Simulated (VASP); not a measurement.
Here is the system:

```xyz
2
Lattice="1.3596 -2.3549 0.0000 1.3596 2.3549 0.0000 0.0000 0.0000 4.2856" Properties=species:S:1:pos:R:3 pbc="T T T"
Ru     1.3596     0.7850     1.0714
Ru     1.3596    -0.7850     3.2142
```

These are PBE GGA, VASP's PBE PAW potentials (set 64) (plane waves; VASP) values and carry that method's errors. Numerical set-up: 480 eV cut-off, 14×14×8 Γ-centred mesh, first-order Methfessel-Paxton smearing of 0.10 eV, potentials Ru_pv.

Question: The ions, cell shape and volume at an external pressure of 5.0 GPa are relaxed. What does this cell relax into?

Answer: 
```xyz
2
Lattice="1.3536 -2.3445 0.0000 1.3536 2.3445 0.0000 0.0000 0.0000 4.2709" Properties=species:S:1:pos:R:3 pbc="T T T"
Ru     1.3536     0.7815     1.0677
Ru     1.3536    -0.7815     3.2032
```
Space group P6_3/mmc (194), at a tolerance of 0.03 Å.

Question: How do energy and volume change from the first to the last step?

Answer: The energy (σ→0) changes by +3.1 meV/atom and the volume by -1.2 %, in 5 ionic steps.

```csv
step,E(σ→0) (eV),max force (eV/Å),pressure (GPa),volume (Å³)
1,-18.4620,0.000,1.03,27.44
2,-18.3833,0.000,18.85,26.11
3,-18.4560,0.000,4.94,27.12
4,-18.4558,0.000,5.02,27.11
5,-18.4558,0.000,5.02,27.11
```

The compound is Ru in the hcp structure. This run relaxes it under an external pressure of 5 GPa. Symmetry was kept, so distortions that lower it aren't found.
